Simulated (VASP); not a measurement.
VASP input:

File KPOINTS:
```
Automatic mesh
0
Gamma
9 9 9
0 0 0
```

**INCAR**
```
SYSTEM = YB
PREC = Accurate
ENCUT = 520
EDIFF = 1E-6
NELM = 100
ALGO = Normal
LREAL = .FALSE.
LASPH = .TRUE.
ISMEAR = 1
SIGMA = 0.1
GGA = PE
LMAXMIX = 4
LWAVE = .FALSE.
LCHARG = .FALSE.
ISIF = 2
```

**POSCAR**
```
YB
1
    2.6816900000     0.0000000000     2.6816900000
    0.0000000000     2.6816900000     2.6816900000
    2.6816900000     2.6816900000     0.0000000000
B Y
1 1
Direct
  0.0000000000   0.0000000000   0.0000000000
  0.5000000000   0.5000000000   0.5000000000
```

POTCAR, in this order: B Y_sv (PBE.64 set). Program: vasp_std.

Question: Does this input run properly? What does VASP do?

Answer: There is a fault: the lattice vectors form a left-handed set. VASP stops with an error: ERROR: the triple product of the basis vectors is negative exchange two basis vectors ----> I REFUSE TO CONTINUE WITH THIS SICK JOB ... BYE!!! <----

### standard output
```
 -----------------------------------------------------------------------------
|                                                                             |
|     EEEEEEE  RRRRRR   RRRRRR   OOOOOOO  RRRRRR      ###     ###     ###     |
|     E        R     R  R     R  O     O  R     R     ###     ###     ###     |
|     E        R     R  R     R  O     O  R     R     ###     ###     ###     |
|     EEEEE    RRRRRR   RRRRRR   O     O  RRRRRR       #       #       #      |
|     E        R   R    R   R    O     O  R   R                               |
|     E        R    R   R    R   O     O  R    R      ###     ###     ###     |
|     EEEEEEE  R     R  R     R  OOOOOOO  R     R     ###     ###     ###     |
|                                                                             |
|     ERROR: the triple product of the basis vectors is negative exchange     |
|     two basis vectors                                                       |
|                                                                             |
|       ---->  I REFUSE TO CONTINUE WITH THIS SICK JOB ... BYE!!! <----       |
|                                                                             |
 -----------------------------------------------------------------------------
```

To mend it, correct POSCAR.
File POSCAR:
```
YB
1
    0.0000000000     2.6816900000     2.6816900000
    2.6816900000     0.0000000000     2.6816900000
    2.6816900000     2.6816900000     0.0000000000
B Y
1 1
Direct
  0.0000000000   0.0000000000   0.0000000000
  0.5000000000   0.5000000000   0.5000000000
```
The mended run (PBE GGA, plane waves, VASP's PBE PAW potentials (set 64)) converges, and its OSZICAR ends with
```
   1 F= -.12529951E+02 E0= -.12530265E+02  d E =0.943045E-03
```

The structure was generated: YB was put into the rocksalt type (Fm-3m), which need not be its known phase. The cell was not relaxed at this level.
